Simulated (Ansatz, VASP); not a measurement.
## Cross-check of SnO (Romarchite) between VASP and Ansatz

Aim: how closely do two programs agree when they are given the same cell, functional and k mesh? The cell is taken from a series of runs on this material, whose earlier steps may have relaxed, scaled, displaced or heated it; both programs get it as it stands.

Method: plane waves, with VASP 6.6.1 beside it; zone-centre phonons at PBEsol with D3(BJ), in Ansatz 0.2.0.

## (1) The structure

It takes space group P4/nmm (No. 129, tetragonal). Conventional cell: a = 3.769 Å, b = 3.769 Å, c = 4.561 Å, α = 90.00°, β = 90.00°, γ = 90.00°. Nearest to O lie 4 Sn at 2.21 Å. Nearest to Sn lie 4 O at 2.21 Å. Farther neighbours and most contacts between anions are not listed.

## (2) Ansatz: zone-centre phonons, PBEsol with D3(BJ)

Ansatz runs on its PAW soft_1 files.

Second derivatives magnify differences that forces hide, and they need a tight electronic threshold.

Input file input.yaml:

```yaml
crystal:
  lattice:
    - [3.7688592128, 0.0, 0.0]
    - [0.0, 3.7688592128, 0.0]
    - [0.0, 0.0, 4.5606390788]
  atoms:
    - { symbol: O, position: [0.0, 0.0, 0.0] }
    - { symbol: O, position: [0.5, 0.5, 0.0] }
    - { symbol: Sn, position: [0.5, 0.0, 0.2534189631] }
    - { symbol: Sn, position: [0.0, 0.5, 0.7465810369] }
kpoints:
  mp_grid: { grid: [12, 12, 12] }
hamiltonian:
  xc: pbesol
  dispersion: d3bj
  pseudopotentials: { kind: paw, azcp: { folder: soft_1 }, xc_functional: pbe }
scf:
  occupations: { method: methfessel_paxton, width: 0.2 }
output:
  eigenvalues: true
phonons:
  method: dfpt
```

Launch:

```bash
$ ansatz run input.yaml --threads 4 --pin off --max-ram 16384MiB --backend cpu --events-out ev --progress --plain --runs-dir out
```

Numbers of over 12 decimals in the logs are rounded to 6 here.

What it wrote:

```text
zone centre: on kpoints.mp_grid the ground state, and the responses unless they are solved on pairs of k-points, stand on 343 of the mesh's 1728 k-points, reduced under 4 symmetry operations, with k and −k counted as one. Each operation leaves every solved displacement unchanged or reverses it
Engine: ansatz 0.2.0, aarch64-unknown-linux-gnu
Pseudopotentials: kind: paw
Pseudopotential: O, paw, valence charge 6, recommended cutoff 420 eV (normal), soft_1/O.paw.azcp
Pseudopotential: Sn, paw, valence charge 14, recommended cutoff 420 eV (normal), soft_1/Sn.paw.azcp
Functional definition: PBEsol
  exchange = pbesol_x
  correlation = pbesol_c
Crystal: 4 atoms, lattice volume = 64.781 Å³
Basis set: ecut = 420 eV, 1239 PW (Γ), exchange–correlation on 60×60×64 points (8 copies of the dense FFT grid, shifted against one another)
Bands: 24, of which v1, the nominal top of the filled ones, is band 20 counted from 1 (19 counted from 0)
Symmetry: 16 space group operations
k-points: 343 of 1728 (irreducible under 4 space group operations, time reversal used)
Non-local potential: O, projectors of the file, l = 0: 2, l = 1: 2, l = 2: 1
Non-local potential: Sn, projectors of the file, l = 0: 2, l = 1: 2, l = 2: 2, l = 3: 1
PAW form: soft (Blöchl's): semilocal exchange-correlation on the pseudo side does not see the compensation charge
PAW frozen core: O, regenerated for the run's functional, and the local potential with it (the file was generated under x = pbe(κ = 0.804, μ = 0.219515), c = pbe(β = 0.066725))
PAW frozen core: Sn, regenerated for the run's functional, and the local potential with it (the file was generated under x = pbe(κ = 0.804, μ = 0.219515), c = pbe(β = 0.066725))
PAW one-centre angular grid: O, 110 points (default); XC on 64 Gauss nodes
PAW one-centre angular grid: Sn, 590 points (default); XC on 64 Gauss nodes
Initial density: superposition of atomic densities (chi_scale 0.1, normalization cell, long waves kept (reshape's long-wave potential 0.12 eV rms))
Initial wavefunctions: pseudopotential atomic-orbital guess
Functional: x = pbesol(κ = 0.804, μ = 0.123457), c = pbesol(β = 0.046)
SCF iter   1: F=—  HF=-13023.074586 eV  |F-HF|=—  |Δ(HF+E_count)|=         —  Δρ=5.38e-2  dr2=2.38e0  ethr=3.10e-3  ⟨swp⟩=5.4  Hψ=36590  notcnv=0
preconditioner: auto → Kerker (q_TF=auto, 2.518 Å⁻¹)  [metal: Δε(μ)=0.046 eV  Ē_g=18.491 eV  σ=0.200 eV  W_gap=0.19  n_scr=18 (ndim 8)  ℏωp=29.2 eV  f_vac=0.000  D(μ)=0.34/eV (n_scr^D=0)]
SCF iter   2: F=—  HF=-13022.679696 eV  |F-HF|=—  |Δ(HF+E_count)|=   3.95e-1  S|Δr|=    0.00e0  Δρ=2.60e-2  dr2=7.43e-1  ethr=3.10e-3  ⟨swp⟩=3.0  Hψ=19118  notcnv=0
SCF iter   3: F=—  HF=-13022.528184 eV  |F-HF|=—  |Δ(HF+E_count)|=   1.52e-1  S|Δr|=    0.00e0  Δρ=1.41e-2  dr2=2.14e-1  ethr=1.86e-3  ⟨swp⟩=3.0  Hψ=16452  notcnv=0
SCF iter   4: F=—  HF=-13022.487435 eV  |F-HF|=—  |Δ(HF+E_count)|=   4.07e-2  S|Δr|=    0.00e0  Δρ=5.15e-3  dr2=2.36e-2  ethr=5.34e-4  ⟨swp⟩=3.0  Hψ=16678  notcnv=0
SCF iter   5: F=—  HF=-13022.483950 eV  |F-HF|=—  |Δ(HF+E_count)|=   3.49e-3  S|Δr|=    0.00e0  Δρ=1.39e-3  dr2=2.30e-3  ethr=5.90e-5  ⟨swp⟩=2.0  Hψ=14515  notcnv=0
SCF iter   6: F=—  HF=-13022.484005 eV  |F-HF|=—  |Δ(HF+E_count)|=   5.50e-5  S|Δr|=    0.00e0  Δρ=6.34e-4  dr2=3.64e-4  ethr=5.74e-6  ⟨swp⟩=2.6  Hψ=14946  notcnv=0
SCF iter   7: F=—  HF=-13022.484018 eV  |F-HF|=—  |Δ(HF+E_count)|=   1.28e-5  S|Δr|=    0.00e0  Δρ=1.88e-4  dr2=3.06e-5  ethr=9.10e-7  ⟨swp⟩=3.0  Hψ=15500  notcnv=0
SCF iter   8: F=—  HF=-13022.484021 eV  |F-HF|=—  |Δ(HF+E_count)|=   3.51e-6  S|Δr|=    0.00e0  Δρ=6.69e-5  dr2=2.54e-6  ethr=7.65e-8  ⟨swp⟩=2.9  Hψ=14644  notcnv=0
SCF iter   9: F=—  HF=-13022.484021 eV  |F-HF|=—  |Δ(HF+E_count)|=   3.43e-8  S|Δr|=    0.00e0  Δρ=2.33e-5  dr2=2.90e-7  ethr=6.34e-9  ⟨swp⟩=2.0  Hψ=14800  notcnv=0
SCF iter  10: F=—  HF=-13022.484021 eV  |F-HF|=—  |Δ(HF+E_count)|=   1.93e-8  S|Δr|=    0.00e0  Δρ=4.01e-6  dr2=7.97e-9  ethr=7.24e-10  ⟨swp⟩=2.0  Hψ=13651  notcnv=0
SCF iter  11: F=—  HF=-13022.484021 eV  |F-HF|=—  |Δ(HF+E_count)|=   2.49e-9  S|Δr|=    0.00e0  Δρ=1.10e-6  dr2=5.13e-10  ethr=1.99e-11  ⟨swp⟩=2.0  Hψ=11509  notcnv=0
SCF iter  12: F=—  HF=-13022.484021 eV  |F-HF|=—  |Δ(HF+E_count)|=  1.38e-10  S|Δr|=    0.00e0  Δρ=2.29e-7  dr2=2.51e-11  ethr=1.28e-12  ⟨swp⟩=2.0  Hψ=15102  notcnv=0
SCF iter  13: F=-13022.484021 eV  HF=-13022.484021 eV  |F-HF|=3.64e-12  |Δ(HF+E_count)|=  3.64e-12  S|Δr|=    0.00e0  Δρ=4.05e-8  dr2=8.45e-13  ethr=1.00e-12  ⟨swp⟩=6.1  Hψ=37094  notcnv=0
SCF 1 converged in 13 iterations: F = -13022.484021 eV  dr2 = 8.45e-13
  greatest PAW one-centre occupation: 0.994 electrons in one spin orbital (limit 2), on the Sn atom at site 3 (counted from 0), in its partial waves of l = 2
DFPT response loops at Γ: preconditioner auto → Kerker (q_TF=auto, 2.518 Å⁻¹) (partly filled bands, converged f_vac=0.003); β = 1.00, the filter's whole step (`scf.mixing.beta` (0.50) is not read by the response loops under this deck's `scf.mixing.preconditioner`; to damp them name `kerker` or `kerker_dos`, under which they read `scf.mixing.beta`, and type it under 1.00, their step now; both keys bind the ground state too); Broyden in place of MSR1
SCF converged after 13 iterations
Stability not checked: this state was not tested for a lower state beside it, because cold or Methfessel-Paxton smearing, or corrected tetrahedra, fill the levels in a way that the test cannot read (fill_not_monotonic; see scf.lower_state_search)
Free energy (F): -13022.484021 eV
Harris-Foulkes:  -13022.484021 eV  (|F-HF|=3.64e-12)
Internal energy: -13022.482405 eV  (E = F + TS)
E sigma→0 (E₀):  -13022.483617 eV
Entropy (-TS):   -0.001616 eV (-0.404 meV/atom)
Fermi energy:    11.059355 eV
--- Per-component energies (eV) ---
  E_band       = -145.296828
  E_kinetic    = 674.238211
  E_local      = -2713.905026  (includes V_loc(G=0)·N_el)
  E_nonlocal   = 399.885502
  E_hartree    = 1285.463146
  E_xc         = -391.698825
  E_vxc        = -343.428692  (∫ρ·V_xc dr)
  E_paw        = -8905.613588  (= ΣΔE_a)
  E_vpaw       = -733.015142  (= ΣTr[D̂ρ^β])
  E_aug_tail   = 0.002048  (compensation charges beyond the density's cutoff)
  E_ewald      = -3370.558925
  E_disp       = -0.935201  (pairwise vdW)
  E_core_change = 0.640255  (= ΣΔE_core)
  E_smearing   = -0.001616  (= −TS)
  E_closure    = 0.000000  (closes the sum)
  Σ components = -13022.484021   (vs F -13022.484021, Δ=0.00e0)
--- Band table (eV; the first three rows and the last of 343) ---
  k-point 0: bands = [... 16 lower, 7.4388, 7.7887, 7.7887, 11.1000, 13.5025, 15.3834, 15.3834, 16.1602]
  k-point 1: bands = [... 16 lower, 7.4310, 7.7877, 7.7877, 11.0761, 13.3549, 15.1363, 15.1363, 16.1496]
  k-point 2: bands = [... 16 lower, 7.4104, 7.7847, 7.7847, 10.9690, 13.0353, 14.6583, 14.6583, 15.9334]
  k-point 342: bands = [... 16 lower, 7.9688, 7.9688, 8.4671, 8.4671, 13.1908, 13.1908, 15.6473, 15.6473]
--- Phonons (Γ-DFPT): 4 representative perturbations + reference, on 343 of 1728 k-points (Σ response iterations 14) ---
  k mesh reduced under 4 symmetry operations, with k and −k counted as one. Each operation leaves every solved displacement unchanged or reverses it
  ASR residual: 1.123e-5 → 0.000e0 eV/Å²; symmetrization residual: 2.765e-6 eV/Å²
  pairwise dispersion correction: d3bj (s6 = 1.0, s8 = 2.9491, a1 = 0.4466, a2_bohr = 6.1742), with the weights of each atom's references fixed at the reference crystal's, and the forces and stress that the weights' published response gives there kept as a pressure on the atom's counted neighbours (hamiltonian.dispersion)
  ASR residual per site (eV/Å²): 7.42e-6 7.42e-6 1.12e-5 1.12e-5
  Γ frequencies (cm⁻¹): 0.00 0.00 0.00 118.05 118.05 207.42 280.85 280.85 357.67 361.74 477.70 477.70
  non-analytic LO–TO correction: not included (Born effective charges unavailable; polar crystals: no LO–TO splitting at Γ)
```

[end of part 1 of 2]

[Lines on the potential files, build, host, timing and source positions are cut from VASP's logs without a mark.]

[Logs are printed without paths, hosts, clocks, repeated set-up lines and the standing remarks that a program may print on its own settings, such as how far it seeks lower states.]

[Hosts, paths, dates, database ids (printed as entryN), source tags and the programs' standing remarks are cut or masked in the printed files.]
